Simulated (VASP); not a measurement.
Data:

```xyz
1
Lattice="0.0000 2.9912 2.9912 2.9912 0.0000 2.9912 2.9912 2.9912 0.0000" Properties=species:S:1:pos:R:3 pbc="T T T"
Sr     0.0000     0.0000     0.0000
```

Level of theory: PBE GGA with D3 dispersion (zero damping), VASP's PBE PAW potentials (set 64) (plane waves; VASP 6.6.1). Run with 520 eV cut-off, 7×7×7 Γ-centred mesh, Gaussian smearing of 0.050 eV, potentials Sr_sv.

Question: Estimate the energy per atom (σ→0).

Answer: 
```
Property                        Value
---------------------  --------------
energy per atom (σ→0)  -1.787 eV/atom
```

Only differences to runs with the same potentials and settings are physical.

The compound is Sr in the fcc structure. It was relaxed first. The start is the result of an earlier pass.
